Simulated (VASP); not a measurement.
These are PBE GGA with D4 dispersion, VASP's PBE PAW potentials (set 64) (plane waves; VASP 6.6.1) values and carry that method's errors.

Input for VASP

INCAR:
```
ALGO=Normal
EDIFF=1E-7
ENCUT=520
GGA=PE
ISIF=2
ISMEAR=-5
IVDW=13
LASPH=T
LCHARG=T
LMAXMIX=4
LORBIT=11
LREAL=F
LWAVE=F
NEDOS=601
NELM=100
PREC=Accurate
SYSTEM=ZnSe
```

File POSCAR:
```
ZnSe
1
    0.0000000000     2.8329041934     2.8329041934
    2.8329041934     0.0000000000     2.8329041934
    2.8329041934     2.8329041934    -0.0000000000
Zn Se
1 1
Direct
  0.0000000000   0.0000000000   0.0000000000
  0.2500000000   0.2500000000   0.2500000000
```

File KPOINTS:
```
Automatic mesh
0
Gamma
9 9 9
0 0 0
```

POTCAR, in this order: Zn Se (PBE.64 set). Program: vasp_std.

Question: What will the output report for the number of irreducible k-points (NKPTS), largest plane-wave count, number of space-group operations, FFT grid (NGX, NGY, NGZ)?

Answer: 
| Quantity | Result |
|---|---|
| number of irreducible k-points (NKPTS) | 35 |
| largest plane-wave count | 1243 |
| number of space-group operations | 24 |
| FFT grid (NGX, NGY, NGZ) | 30 × 30 × 30 |

The compound is ZnSe in the zinc blende structure. It was relaxed first.
